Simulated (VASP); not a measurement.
Method: HSE06 screened hybrid, VASP's PBE PAW potentials (set 64) (plane waves; VASP).

A VASP calculation is set up with these files.

**KPOINTS**
```
Automatic mesh
0
Gamma
6 6 6
0 0 0
```

POSCAR:
```
InSb
6.4280360
  0.0000000000   0.4999999627   0.4999999627
  0.4999999627   0.0000000000   0.4999999627
  0.4999999627   0.4999999627   0.0000000000
In Sb
1 1
Direct
  0.0000000000   1.0000000000   0.0000000000
  0.2500000000   0.2500000000   0.2500000000
```

INCAR:
```
AEXX=0.25
ALGO=Normal
EDIFF=1E-6
ENCUT=520
GGA=PE
HFSCREEN=0.2
ISIF=2
ISMEAR=0
ISYM=3
LASPH=.TRUE.
LCHARG=.FALSE.
LHFCALC=.TRUE.
LMAXMIX=4
LREAL=.FALSE.
LWAVE=.FALSE.
NELM=60
PREC=Accurate
PRECFOCK=Fast
SIGMA=0.05
SYSTEM=InSb
```

POTCAR, in this order: In_d Sb (PBE.64 set). Program: vasp_std. Read from the step before: WAVECAR.

The run wrote:

### OSZICAR
```
       N       E                     dE             d eps       ncg     rms          rms(c)
DAV:   1    -0.844561354987E+01   -0.84456E+01   -0.21121E+00   491   0.123E+01    0.187E+01
DAV:   2    -0.846170481898E+01   -0.16091E-01   -0.52701E-02   484   0.195E+00    0.122E+01
DAV:   3    -0.846094383506E+01    0.76098E-03   -0.42258E-03   636   0.804E-01    0.775E+00
DAV:   4    -0.846046673731E+01    0.47710E-03   -0.22818E-04   501   0.200E-01    0.464E+00
DAV:   5    -0.846030849620E+01    0.15824E-03   -0.93854E-05   476   0.101E-01    0.277E+00
DAV:   6    -0.846026380175E+01    0.44694E-04   -0.27594E-05   474   0.557E-02    0.166E+00
DAV:   7    -0.846025160298E+01    0.12199E-04   -0.68808E-06   486   0.302E-02    0.987E-01
DAV:   8    -0.846025037801E+01    0.12250E-05   -0.23557E-06   441   0.166E-02    0.586E-01
DAV:   9    -0.846025259934E+01   -0.22213E-05   -0.74512E-07   298   0.935E-03    0.349E-01
DAV:  10    -0.846025405796E+01   -0.14586E-05   -0.50451E-07   228   0.666E-03    0.206E-01
DAV:  11    -0.846025473154E+01   -0.67358E-06   -0.18030E-07   223   0.415E-03
   1 F= -.84602547E+01 E0= -.84602547E+01  d E =-.200959E-17
```

**OUTCAR**
```
------------------------ aborting loop because EDIFF is reached ----------------------------------------
  FORCE on cell =-STRESS in cart. coord.  units (eV):
  Direction    XX          YY          ZZ          XY          YZ          ZX
  --------------------------------------------------------------------------------------
  Total        0.9260537      0.9260537      0.9260537      0.0000000      0.0000000     -0.0000000
  in kB       22.3445659     22.3445659     22.3445659      0.0000000      0.0000000     -0.0000000
  external PRESSURE =      22.3445659 kB  Pullay stress =       0.0000000 kB
  volume of cell :       66.40
      direct lattice vectors                 reciprocal lattice vectors
     0.000000000  3.214017760  3.214017760    -0.155568524  0.155568524  0.155568524
     3.214017760  0.000000000  3.214017760     0.155568524 -0.155568524  0.155568524
     3.214017760  3.214017760  0.000000000     0.155568524  0.155568524 -0.155568524
  FREE ENERGIE OF THE ION-ELECTRON SYSTEM (eV)
  ---------------------------------------------------
  free  energy   TOTEN  =        -8.4602547315 eV

  energy  without entropy=       -8.4602547315  energy(sigma->0) =       -8.46025473

  exchange ACFDT corr.  =         0.00000000  see jH, gK, PRB 81, 115126
```
(Selected blocks of OUTCAR.)

The compound is InSb in the zinc blende structure. This cell is one point of a volume scan, at 0.91 of the reference volume. The cell's shape comes from a PBE relaxation.
